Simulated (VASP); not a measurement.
A VASP calculation is set up with these files.

**KPOINTS**
```
K-points
0
Gamma
5 5 5
0 0 0
```

### INCAR
```
ALGO=Normal
EDIFF=1E-6
ENCUT=400
GGA=PE
ISIF=2
ISMEAR=0
ISPIN=2
LASPH=T
LCHARG=F
LMAXMIX=6
LORBIT=11
LREAL=F
LWAVE=F
MAGMOM=1.0 2*0.0
NELM=100
PREC=Accurate
SIGMA=0.1
SYSTEM=CeO2
```

**POSCAR**
```
CeO2
6.1817620
  0.2475022494   0.1428955046   0.9582919886
 -0.2475022494   0.1428955046   0.9582919886
  0.0000000000  -0.2857910091   0.9582919886
Ce O
1 2
Cart
  0.0000000000   0.0000000000   0.0000000000
  0.0000000000  -0.0000000000   2.1627691891
  0.0000000000  -0.0000000000   1.6703029361
```

POTCAR, in this order: Ce O (PBE.64 set). Program: vasp_std.

**Question.** Write an equivalent input for Ansatz.

**Answer.** One equivalent input (not run):
Ansatz 0.2 input:
```yaml
crystal:
  lattice:
    - [1.5300000, 0.8833460, 5.9239330]
    - [-1.5300000, 0.8833460, 5.9239330]
    - [0.0000000, -1.7666920, 5.9239330]
  atoms:
    - { symbol: Ce, position: [0.0000000, 0.0000000, 0.0000000], spin: 1 }
    - { symbol: O, position: [0.7523000, 0.7523000, 0.7523000] }
    - { symbol: O, position: [0.5810000, 0.5810000, 0.5810000] }
kpoints:
  mp_grid: { grid: [5, 5, 5] }
hamiltonian:
  xc: pbe
  pseudopotentials: { kind: paw }
magnetization: { spin_polarized: true }
scf:
  occupations: { method: gaussian, width: 0.1 }
  max_iter: 100
output: { forces: true, stress: true, eigenvalues: true }
```
What does not carry over: each code has its own PAW files, so the cut-off isn't converted (ENCUT is set for VASP's; basis.ecutwfc is left out, and Ansatz then takes the one that its files recommend); Ansatz stops its SCF on the density residual and VASP on the energy change (EDIFF).

The structure was generated: CeO2 was put into an ordered model structure, which need not be its known phase. The cell was not relaxed at this level. The k-mesh is coarse (spacing up to 0.48 per Å, 2π included), so the numbers may not be converged in it. The run is one of a series of settings (KPOINTS 5×5×5 Γ-centred mesh against the base run), some of them coarse on purpose.
